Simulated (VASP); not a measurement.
Input:

```yaml
crystal:
  lattice:
    - [0.00000, 2.82712, 2.82712]
    - [2.82712, 0.00000, 2.82712]
    - [2.82712, 2.82712, 0.00000]
  atoms:
    - { symbol: Al, position: [0.00000, 0.00000, 0.00000] }
    - { symbol: As, position: [0.75000, 0.75000, 0.75000] }
```

All values below come from PBE GGA, VASP's PBE PAW potentials (set 64) (plane waves; VASP). Settings: 300 eV cut-off, 10×10×10 Γ-centred mesh, Gaussian smearing of 0.010 eV, potentials Al As.

Question: Give the energies of bands 2 to 7 at the high-symmetry points, in eV from the valence-band maximum.

Answer: 
| band | Γ | X | U | L | W |
|---|---|---|---|---|---|
| 2 | 0.00 | -5.45 | -5.19 | -5.59 | -5.10 |
| 3 | 0.00 | -2.18 | -3.43 | -0.83 | -3.19 |
| 4 | 0.00 | -2.18 | -1.81 | -0.83 | -2.84 |
| 5 | 2.09 | 1.43 | 2.23 | 2.16 | 4.33 |
| 6 | 4.29 | 2.29 | 4.98 | 4.68 | 5.66 |
| 7 | 4.29 | 10.37 | 8.19 | 4.68 | 5.72 |

The gap is indirect, 1.43 eV, from the valence maximum at Γ to the conduction minimum at X.

The structure comes from a computed database's AlAs entry; how it stands against other phases isn't given here. The cell was not relaxed at this level.
